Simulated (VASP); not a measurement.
A run of VASP 6.6.1 is set up as follows.

File POSCAR:

```
K2YCuF6
1.0
    0.0000000000      4.4240514300      4.4240514300
    4.4240514300      0.0000000000      4.4240514300
    4.4240514300      4.4240514300      0.0000000000
K Y Cu F
2 1 1 6
Direct
    0.7500000000      0.7500000000      0.7500000000
    0.2500000000      0.2500000000      0.2500000000
    0.5000000000      0.5000000000      0.5000000000
    0.0000000000      0.0000000000      0.0000000000
    0.7460249800      0.2539750200      0.2539750200
    0.2539750200      0.2539750200      0.7460249800
    0.2539750200      0.7460249800      0.7460249800
    0.2539750200      0.7460249800      0.2539750200
    0.7460249800      0.2539750200      0.7460249800
    0.7460249800      0.7460249800      0.2539750200
```

The input INCAR.step1:

```
  PREC = Accurate
  ENCUT = 520
  ISMEAR = 0
  SIGMA = 0.01
  LREAL = F
  LASPH = T
  NELM = 100
  NBANDS = 52
  GGA = PE
  ALGO = Normal
  EDIFF = 1E-4
  LWAVE = T
  LCHARG = F
```

File INCAR.step2:

```
  PREC = Accurate
  ENCUT = 520
  EDIFF = 1E-6
  ISMEAR = 0
  SIGMA = 0.01
  LREAL = F
  LASPH = T
  NELM = 100
  ALGO = Normal
  ISIF = 2
  LWAVE = F
  LCHARG = F
  METAGGA = R2SCAN
  LMIXTAU = T
  NBANDS = 52
  ISTART = 1
```

Contents of KPOINTS:

```
Automatic mesh
0
Gamma
  4 4 4
```

Potentials or basis: VASP PAW PBE potentials, release 64 (K_sv, Y_sv, Cu, F).

Command:

```console
$ cat potpaw_PBE.64/K_sv/POTCAR potpaw_PBE.64/Y_sv/POTCAR potpaw_PBE.64/Cu/POTCAR potpaw_PBE.64/F/POTCAR > POTCAR
$ cp INCAR.step1 INCAR
$ mpirun -np 1 vasp_std > vasp.out
$ cp INCAR.step2 INCAR
$ mpirun -np 1 vasp_std > vasp.out
```

Question: Predict the largest force.

Answer: 0.118 eV/Å.

Question: Estimate the pressure.

Answer: -2.9 GPa.

Question: Estimate the band gap on the k mesh.

Answer: 0.91 eV, indirect (least direct gap 1.02 eV).

Forces on the atoms (eV/Å):
```
K    0.000  0.000  0.000
K    0.000  0.000  0.000
Y    0.000  0.000  0.000
Cu   0.000  0.000  0.000
F    0.118  0.000  0.000
F    0.000  0.000  0.118
F   -0.118  0.000  0.000
F    0.000  0.118  0.000
F    0.000 -0.118  0.000
F    0.000  0.000 -0.118
```

Caveat: the PAW data sets were made with another functional, which shifts forces and pressure a little. r2SCAN opens gaps a little over a GGA but as a rule still falls short of measured ones.
